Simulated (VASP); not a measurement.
Input of a VASP 6.6.1 run:

File INCAR:

```
PREC = Accurate
ENCUT = 520
EDIFF = 1E-7
ISMEAR = -1
SIGMA = 0.05
LREAL = False
LASPH = True
NELM = 100
ALGO = Normal
ISIF = 2
LWAVE = False
LCHARG = True
GGA = PE
LELF = True
LVHAR = True
NBANDS = 18
```

File KPOINTS:

```
regular mesh
0
Gamma
  7 7 7
```

Contents of POSCAR:

```
Al3Pd
1.0
    3.9469100000      0.0000000000      0.0000000000
    0.0000000000      3.9469100000      0.0000000000
    0.0000000000      0.0000000000      3.9469100000
Pd Al
1 3
Direct
    0.0000000000      0.0000000000      0.0000000000
    0.5000000000      0.5000000000      0.0000000000
    0.5000000000      0.0000000000      0.5000000000
    0.0000000000      0.5000000000      0.5000000000
```

Potentials or basis: VASP PAW PBE potentials, release 64 (Pd, Al).

The run is started by

```console
$ cat potpaw_PBE.64/Pd/POTCAR potpaw_PBE.64/Al/POTCAR > POTCAR
$ mpirun -np 1 vasp_std > vasp.out
```

Estimate the pressure.

1.3 GPa.

What does it give for the band gap on the k mesh?

None (metal or under the smearing width).
